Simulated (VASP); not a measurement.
Energy against volume of SrTiO3 (cubic perovskite). These are PBE GGA with D3 dispersion (Becke-Johnson damping), VASP's PBE PAW potentials (set 64) (plane waves; VASP) values and carry that method's errors.

```csv
V (Å³/atom),E (eV/atom)
11.279,-8.25368
11.639,-8.27447
11.999,-8.28115
12.359,-8.27585
12.719,-8.26039
```

Question: Fit a third-order Birch-Murnaghan equation of state.

Answer: 
- volume per atom: 12.01 Å³/atom
- bulk modulus: 177 GPa
- pressure derivative of the bulk modulus: 4.46
- lattice constant a: 3.916 Å

Measured: a 3.890 Å at 0 K (computed value off by +0.7 %), as given by D. I. Bilc et al., Physical Review B (2008), arXiv:0805.0753 [cubic phase extrapolated to 0 K].

The compound is SrTiO3 in the cubic perovskite structure, the ideal cubic form; the compound distorts at low or room temperature. It was relaxed first.
